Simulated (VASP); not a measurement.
Computed with LDA (Ceperley-Alder, Perdew-Zunger), VASP's LDA PAW potentials (set 64) (plane waves; VASP).

VASP ran on this input.

KPOINTS:
```
Automatic mesh
0
Gamma
3 3 3
0 0 0
```

### POSCAR
```
CsPbBr3
1
    5.8700000000     0.0000000000     0.0000000000
    0.0000000000     5.8700000000     0.0000000000
    0.0000000000     0.0000000000     5.8700000000
Cs Pb Br
1 1 3
Direct
  0.0000000000   0.0000000000   0.0000000000
  0.5000000000   0.5000000000   0.5000000000
  0.5000000000   0.0000000000   0.5000000000
  0.0000000000   0.5000000000   0.5000000000
  0.5000000000   0.5000000000   0.0000000000
```

**INCAR**
```
SYSTEM = CsPbBr3
PREC = Accurate
ENCUT = 300
EDIFF = 1E-6
NELM = 100
ALGO = Normal
LREAL = .FALSE.
LASPH = .TRUE.
ISMEAR = -1
SIGMA = 0.01
LMAXMIX = 4
LWAVE = .FALSE.
LCHARG = .FALSE.
ISIF = 2
```

POTCAR, in this order: Cs_sv Pb_d Br (LDA.64 set). Program: vasp_std.

Output of the run:

**OSZICAR**
```
       N       E                     dE             d eps       ncg     rms          rms(c)
DAV:   1     0.319250513009E+03    0.31925E+03   -0.14513E+04   208   0.101E+03
DAV:   2     0.135957477106E+02   -0.30565E+03   -0.30176E+03   268   0.286E+02
DAV:   3    -0.175026664544E+02   -0.31098E+02   -0.31020E+02   240   0.100E+02
DAV:   4    -0.184489273776E+02   -0.94626E+00   -0.94528E+00   264   0.244E+01
DAV:   5    -0.184698953230E+02   -0.20968E-01   -0.20965E-01   268   0.278E+00    0.436E+00
DAV:   6    -0.180029657175E+02    0.46693E+00   -0.92743E-01   312   0.956E+00    0.264E+00
DAV:   7    -0.179483957310E+02    0.54570E-01   -0.38588E-01   316   0.361E+00    0.979E-01
DAV:   8    -0.179457343283E+02    0.26614E-02   -0.50912E-02   280   0.181E+00    0.157E-01
DAV:   9    -0.179444128780E+02    0.13215E-02   -0.88382E-03   274   0.714E-01    0.858E-02
DAV:  10    -0.179444054848E+02    0.73932E-05   -0.83708E-04   312   0.204E-01    0.174E-02
DAV:  11    -0.179444015783E+02    0.39064E-05   -0.78886E-05   262   0.523E-02    0.640E-03
DAV:  12    -0.179444001333E+02    0.14450E-05   -0.98325E-06   272   0.376E-02    0.224E-03
DAV:  13    -0.179444001750E+02   -0.41706E-07   -0.14712E-06   192   0.710E-03
   1 F= -.17944400E+02 E0= -.17944400E+02  d E =-.560732E-11
```

**OUTCAR**
```
------------------------ aborting loop because EDIFF is reached ----------------------------------------
  FORCE on cell =-STRESS in cart. coord.  units (eV):
  Direction    XX          YY          ZZ          XY          YZ          ZX
  --------------------------------------------------------------------------------------
  Total       -1.9714931     -1.9714931     -1.9714931     -0.0000000      0.0000000      0.0000000
  in kB      -15.6167816    -15.6167816    -15.6167816     -0.0000000      0.0000000      0.0000000
  external PRESSURE =     -15.6167816 kB  Pullay stress =       0.0000000 kB
  volume of cell :      202.26
      direct lattice vectors                 reciprocal lattice vectors
     5.870000000  0.000000000  0.000000000     0.170357751  0.000000000  0.000000000
     0.000000000  5.870000000  0.000000000     0.000000000  0.170357751  0.000000000
     0.000000000  0.000000000  5.870000000     0.000000000  0.000000000  0.170357751
 POSITION                                       TOTAL-FORCE (eV/Angst)
 -----------------------------------------------------------------------------------
      0.00000      0.00000      0.00000         0.000000      0.000000      0.000000
      2.93500      2.93500      2.93500         0.000000      0.000000      0.000000
      2.93500      0.00000      2.93500         0.000000      0.000000      0.000000
      0.00000      2.93500      2.93500         0.000000      0.000000      0.000000
      2.93500      2.93500      0.00000         0.000000      0.000000      0.000000
 -----------------------------------------------------------------------------------
    total drift:                                0.000000      0.000000      0.000000
  FREE ENERGIE OF THE ION-ELECTRON SYSTEM (eV)
  ---------------------------------------------------
  free  energy   TOTEN  =       -17.9444001750 eV

  energy  without entropy=      -17.9444001750  energy(sigma->0) =      -17.94440018
```
(Selected blocks of OUTCAR.)

At this cut-off the stress carries a Pulay error, which pulls relaxed volumes low.

The structure is a typed CsPbBr3 crystal (Pm-3m). The cell was not relaxed at this level. The run is one of a series of settings (GGA removed, POTCAR Cs_sv Pb_d Br (LDA.64 set) against the base run), some of them coarse on purpose.
